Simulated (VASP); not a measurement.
These are PBEsol GGA, VASP's PBE PAW potentials (set 64) (plane waves; VASP) values and carry that method's errors.

Input for VASP

File KPOINTS:
```
Automatic mesh
0
G
8 8 8
```

INCAR:
```
SYSTEM = ZnSe
PREC = Accurate
ENCUT = 500
EDIFF = 1E-6
NELM = 100
ALGO = Normal
LREAL = .FALSE.
LASPH = .TRUE.
ISMEAR = 0
SIGMA = 0.05
GGA = PS
LMAXMIX = 4
LWAVE = .FALSE.
LCHARG = .FALSE.
IBRION = 2
ISIF = 3
NSW = 40
EDIFFG = -0.02
PSTRESS = 50
```

**POSCAR**
```
ZnSe
1
    0.0000000000     2.7591781875     2.7591781875
    2.7591781875     0.0000000000     2.7591781875
    2.7591781875     2.7591781875     0.0000000000
Zn Se
1 1
Direct
  0.0000000000   0.0000000000   0.0000000000
  0.2500000000   0.2500000000   0.2500000000
```

POTCAR, in this order: Zn Se (PBE.64 set). Program: vasp_std.

What VASP printed:

File OUTCAR:
```
 ion  position               nearest neighbor table
   1  0.000  0.000  0.000-   2 2.39   2 2.39   2 2.39   2 2.39
   2  0.250  0.250  0.250-   1 2.39   1 2.39   1 2.39   1 2.39
  LATTYP: Found a face centered cubic cell.
 ALAT       =     5.5183563750
 Subroutine PRICEL returns:
 Original cell was already a primitive cell.
 Subroutine GETGRP returns: Found 24 space group operations
The static configuration has the point symmetry T_d .
The dynamic configuration has the point symmetry T_d .
 Subroutine INISYM returns: Found 24 space group operations
 Subroutine IBZKPT returns following result:
 Found     29 irreducible k-points:

 Following reciprocal coordinates:
            Coordinates               Weight
  0.000000  0.000000  0.000000      1.000000
  0.125000  0.000000  0.000000      8.000000
  0.250000  0.000000  0.000000      8.000000
  0.375000  0.000000  0.000000      8.000000
  0.500000  0.000000  0.000000      4.000000
  0.125000  0.125000  0.000000      6.000000
  0.250000  0.125000  0.000000     24.000000
  0.375000  0.125000  0.000000     24.000000
  0.500000  0.125000  0.000000     24.000000
...
```

**OSZICAR**
```
       N       E                     dE             d eps       ncg     rms          rms(c)
DAV:   1     0.845813429395E+02    0.84581E+02   -0.88542E+03   754   0.158E+03
DAV:   2    -0.154538768947E+01   -0.86127E+02   -0.81564E+02   834   0.270E+02
DAV:   3    -0.699176092058E+01   -0.54464E+01   -0.54183E+01   929   0.692E+01
DAV:   4    -0.704253393752E+01   -0.50773E-01   -0.50762E-01   834   0.723E+00
DAV:   5    -0.704279811053E+01   -0.26417E-03   -0.26417E-03   879   0.497E-01    0.571E+00
DAV:   6    -0.675210930622E+01    0.29069E+00   -0.84045E-01   945   0.351E+01    0.429E+00
DAV:   7    -0.673383722711E+01    0.18272E-01   -0.24774E-01   799   0.527E+00    0.184E+00
DAV:   8    -0.673141564760E+01    0.24216E-02   -0.40681E-03   929   0.723E-01    0.513E-01
DAV:   9    -0.673110713142E+01    0.30852E-03   -0.85844E-04   872   0.460E-01    0.680E-02
DAV:  10    -0.673115279903E+01   -0.45668E-04   -0.26531E-04   914   0.213E-01    0.290E-02
DAV:  11    -0.673114368011E+01    0.91189E-05   -0.36101E-05  1034   0.849E-02    0.552E-03
DAV:  12    -0.673114338640E+01    0.29371E-06   -0.87232E-06   844   0.242E-02
   1 F= -.54200650E+01 E0= -.54200650E+01  d E =-.542006E+01
```

### OUTCAR
```
------------------------ aborting loop because EDIFF is reached ----------------------------------------
  FORCE on cell =-STRESS in cart. coord.  units (eV):
  Direction    XX          YY          ZZ          XY          YZ          ZX
  --------------------------------------------------------------------------------------
  Total        1.3029569      1.3029569      1.3029569      0.0000000      0.0000000      0.0000000
  in kB       49.6902748     49.6902748     49.6902748      0.0000000      0.0000000      0.0000000
  external PRESSURE =      -0.3097252 kB  Pullay stress =      50.0000000 kB
  volume of cell :       42.01
      direct lattice vectors                 reciprocal lattice vectors
     0.000000000  2.759178187  2.759178187    -0.181213378  0.181213378  0.181213378
     2.759178187  0.000000000  2.759178187     0.181213378 -0.181213378  0.181213378
     2.759178187  2.759178187  0.000000000     0.181213378  0.181213378 -0.181213378
  FREE ENERGIE OF THE ION-ELECTRON SYSTEM (eV)
  ---------------------------------------------------
  free  energy   TOTEN  =        -6.7311433864 eV

  energy  without entropy=       -6.7311433864  energy(sigma->0) =       -6.73114339
  enthalpy is  TOTEN    =        -5.4200649882 eV   P V=        1.3110783982

 reached required accuracy - stopping structural energy minimisation
```
(Selected blocks of OUTCAR.)

OUTCAR:
```
 val. band max:        2.2087099324   @ k =   0.0000   0.0000   0.0000

 cond. band min:       3.7064054507   @ k =   0.0000   0.0000   0.0000


 Fermi energy:         2.4700918439

 k-point     1 :       0.0000    0.0000    0.0000
  band No.  band energies     occupation
      1     -11.6288      2.00000
      2      -4.6785      2.00000
      3      -4.6785      2.00000
      4      -4.6785      2.00000
      5      -4.2300      2.00000
      6      -4.2300      2.00000
      7       2.2087      2.00000
      8       2.2087      2.00000
      9       2.2087      2.00000
     10       3.7064      0.00000
     11       7.9019      0.00000
     12       7.9019      0.00000
     13       7.9019      0.00000

 k-point     2 :       0.1250    0.0000    0.0000
  band No.  band energies     occupation
      1     -11.5109      2.00000
      2      -4.6785      2.00000
      3      -4.6595      2.00000
      4      -4.6595      2.00000
      5      -4.2319      2.00000
      6      -4.2319      2.00000
      7       0.8037      2.00000
      8       2.0299      2.00000
      9       2.0299      2.00000
     10       4.6914      0.00000
     11       7.8980      0.00000
     12       8.1869      0.00000
     13       8.1869      0.00000

 k-point     3 :       0.2500    0.0000    0.0000
  band No.  band energies     occupation
      1     -11.2017      2.00000
      2      -4.6375      2.00000
      3      -4.6179      2.00000
      4      -4.6179      2.00000
      5      -4.2304      2.00000
      6      -4.2304      2.00000
      7      -1.0901      2.00000
      8       1.6540      2.00000
      9       1.6540      2.00000
     10       5.0610      0.00000
     11       8.5901      0.00000
     12       8.5901      0.00000
     13       8.9081      0.00000

 k-point     4 :       0.3750    0.0000    0.0000
  band No.  band energies     occupation
      1     -10.8481      2.00000
      2      -4.5850      2.00000
      3      -4.5850      2.00000
...
```

The compound is ZnSe in the zinc blende structure. It was relaxed first under an external pressure of 5 GPa.
